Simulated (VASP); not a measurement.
# K2CuBr2F2 (P4/mmm) in VASP: notebook, part 2 of 2

VASP 6.6.1. Earlier steps stand in the parts before.

## (5) Single point, revPBE+D3(BJ) (volume scaled by 0.96)

run.py

```python
from ase.calculators.vasp import Vasp
from ase.dft.bandgap import bandgap
from ase.io import read

atoms = read('K2CuBr2F2.cif', primitive_cell=True, subtrans_included=False)
calc = Vasp(
    directory='calc',
    xc='revpbe',
    pp='PBE',
    setups='recommended',
    prec='Accurate',
    encut=520,
    ediff=1e-07,
    ismear=-1,
    sigma=0.05,
    lreal=False,
    lasph=True,
    nelm=100,
    algo='Fast',
    isif=2,
    lwave=False,
    lcharg=True,
    ivdw=12,
    lelf=True,
    lvhar=True,
    kpts=[5, 5, 4],
    gamma=True,
    nbands=38,
)
atoms.calc = calc

print('energy (eV):', atoms.get_potential_energy())
print('free energy (eV):', atoms.get_potential_energy(force_consistent=True))
print('forces (eV/A):')
print(atoms.get_forces())
print('stress (eV/A^3, Voigt):', atoms.get_stress())
print('Fermi level (eV):', calc.get_fermi_level())
gap, top, bottom = bandgap(calc)
print('band gap (eV):', gap, 'from (spin, k, band)', top, 'to', bottom)
```

K2CuBr2F2.cif

```cif
data_K2CuBr2F2
_cell_length_a 4.96133506
_cell_length_b 4.96133506
_cell_length_c 6.54519170
_cell_angle_alpha 90.00000000
_cell_angle_beta 90.00000000
_cell_angle_gamma 90.00000000
_space_group_name_H-M_alt 'P4/mmm'
_space_group_name_Hall '-P 4 2'
_space_group_IT_number 123
loop_
_space_group_symop_operation_xyz
'x,y,z'
'-x,-y,-z'
'-y,x,z'
'y,-x,-z'
'-x,-y,z'
'x,y,-z'
'y,-x,z'
'-y,x,-z'
'x,-y,-z'
'-x,y,z'
'-y,-x,-z'
'y,x,z'
'-x,y,-z'
'x,-y,z'
'y,x,-z'
'-y,-x,z'
loop_
_atom_site_label
_atom_site_type_symbol
_atom_site_symmetry_multiplicity
_atom_site_Wyckoff_symbol
_atom_site_fract_x
_atom_site_fract_y
_atom_site_fract_z
_atom_site_occupancy
Br1 Br 2 f 0.5000000000 0.0000000000 0.0000000000 1
Cu1 Cu 1 a 0.0000000000 0.0000000000 0.0000000000 1
K1 K 2 e 0.5000000000 0.0000000000 0.5000000000 1
F1 F 1 d 0.5000000000 0.5000000000 0.5000000000 1
F2 F 1 b 0.0000000000 0.0000000000 0.5000000000 1
```

On the command line:

```console
python run.py
```

Run time: 5.6 min. Hardware: 1 thread of Intel Xeon Platinum 8375C at 2.90GHz (Ice Lake), shared host; peak memory 0.35 GiB.

The run converged. Its results:

```
Free energy                : -24.0619 eV
Pressure                   : 1.6 GPa
Band gap on the k mesh     : none (metal or under the smearing width)
Dispersion energy per atom : -0.369 eV
```

Stress tensor (GPa, compression positive):
```
2.09 0.00 0.00
0.00 2.09 0.00
0.00 0.00 0.70
```

Levels at points of the mesh, in eV from the Fermi level:
```
           k point  band 26  band 27  band 28  band 29  band 30  band 31  band 32  band 33
(0.00, 0.00, 0.00)    -0.31    -0.26    -0.10    -0.10     2.01     6.38     7.93     7.93
(0.00, 0.00, 0.50)    -0.31    -0.31    -0.11    -0.11     2.28     7.22     7.49     9.21
```

Caveat: the PAW data sets were made with another functional, which shifts forces and pressure a little; an odd number of electrons without spin polarisation forces a metal; a magnetic or distorted state may lie lower; the run has no spin polarisation, though such a crystal can be magnetic; semilocal functionals often make such compounds metallic where correlation or magnetic order opens a gap, which also shifts bond lengths; pairwise dispersion overbinds metals, which lowers pressure and volume.

## (6) Single point, PBEsol+D4

Edit run.py of step 5 so:

```diff
@@ -4,12 +4,12 @@
 
-atoms = read('K2CuBr2F2.cif', primitive_cell=True, subtrans_included=False)
+atoms = read('K2CuBr2F2.cif')
 calc = Vasp(
     directory='calc',
-    xc='revpbe',
+    xc='pbesol',
     pp='PBE',
-    setups='recommended',
+    setups='minimal',
     prec='Accurate',
-    encut=520,
+    encut=500,
     ediff=1e-07,
-    ismear=-1,
+    ismear=0,
     sigma=0.05,
@@ -18,12 +18,9 @@
     nelm=100,
-    algo='Fast',
+    algo='Normal',
     isif=2,
     lwave=False,
-    lcharg=True,
-    ivdw=12,
-    lelf=True,
-    lvhar=True,
+    lcharg=False,
+    ivdw=13,
     kpts=[5, 5, 4],
     gamma=True,
-    nbands=38,
 )
```

K2CuBr2F2.cif

```cif
data_K2CuBr2F2
_cell_length_a 5.02930700
_cell_length_b 5.02930700
_cell_length_c 6.63486300
_cell_angle_alpha 90.00000000
_cell_angle_beta 90.00000000
_cell_angle_gamma 90.00000000
_space_group_name_H-M_alt 'P1'
_space_group_name_Hall 'P 1'
_space_group_IT_number 1
loop_
_space_group_symop_operation_xyz
'x,y,z'
loop_
_atom_site_label
_atom_site_type_symbol
_atom_site_symmetry_multiplicity
_atom_site_Wyckoff_symbol
_atom_site_fract_x
_atom_site_fract_y
_atom_site_fract_z
_atom_site_occupancy
Br1 Br 1 a 0.5000000000 0.0000000000 0.0000000000 1
Br2 Br 1 a 0.0000000000 0.5000000000 0.0000000000 1
Cu1 Cu 1 a 0.0000000000 0.0000000000 0.0000000000 1
K1 K 1 a 0.5000000000 0.0000000000 0.5000000000 1
K2 K 1 a 0.0000000000 0.5000000000 0.5000000000 1
F1 F 1 a 0.5000000000 0.5000000000 0.5000000000 1
F2 F 1 a 0.0000000000 0.0000000000 0.5000000000 1
```

Potentials or basis: VASP PAW PBE potentials, release 64 (Br, Cu, K_pv, F).

On the command line:

```console
python run.py
```

It took 2.4 min on 1 thread of Intel Xeon Platinum 8375C at 2.90GHz (Ice Lake), shared host; peak memory 0.32 GiB.

It converged, with:

| Quantity | Value |
| --- | --- |
| Free energy | -24.7672 eV |
| Pressure | -1.0 GPa |
| Band gap on the k mesh | none (metal or under the smearing width) |
| Dispersion energy per atom | -0.080 eV |

Stress tensor (GPa, compression positive):
```
-1.45  0.00  0.00
 0.00 -1.45  0.00
 0.00  0.00  0.00
```

Levels at points of the mesh, in eV from the Fermi level:
```csv
k point,band 25,band 26,band 27,band 28,band 29,band 30
"(0.00, 0.00, 0.00)",-0.15,-0.03,-0.03,1.78,5.95,7.69
"(0.00, 0.00, 0.50)",-0.21,-0.04,-0.04,2.07,6.79,7.10
```

Caveat: the PAW data sets were made with another functional, which shifts forces and pressure a little; an odd number of electrons without spin polarisation forces a metal; a magnetic or distorted state may lie lower; the run has no spin polarisation, though such a crystal can be magnetic; semilocal functionals often make such compounds metallic where correlation or magnetic order opens a gap, which also shifts bond lengths; pairwise dispersion overbinds metals, which lowers pressure and volume.

## (7) Summary

```tsv
level	potentials or basis	cell	cutoff (eV)	smearing	gap on the mesh (eV)	pressure (GPa)
PBE	VASP PAW PBE potentials, release 54 (Br, Cu, K_sv, F)	as given	520	gaussian 0.1 eV	none	1.0
PBEsol	VASP PAW PBE potentials, release 64 (Br, Cu, K_sv, F)	as given	520	gaussian 0.02 eV	none	-1.1
revPBE+D3(BJ)	VASP PAW PBE potentials, release 64 (Br, Cu, K_sv, F)	volume scaled by 0.96	520	fermi-dirac 0.05 eV	none	1.6
PBEsol+D4	VASP PAW PBE potentials, release 64 (Br, Cu, K_pv, F)	as given	500	gaussian 0.05 eV	none	-1.0
```

Alike in all rows: task single point; no spin polarisation; k mesh 5 × 5 × 4.

Caveats: an odd number of electrons without spin polarisation forces a metal; a magnetic or distorted state may lie lower; the run has no spin polarisation, though such a crystal can be magnetic; semilocal functionals often make such compounds metallic where correlation or magnetic order opens a gap, which also shifts bond lengths; the PAW data sets were made with another functional, which shifts forces and pressure a little (some runs); pairwise dispersion overbinds metals, which lowers pressure and volume (some runs).

Absolute energies hang on the potentials; compare differences alone.
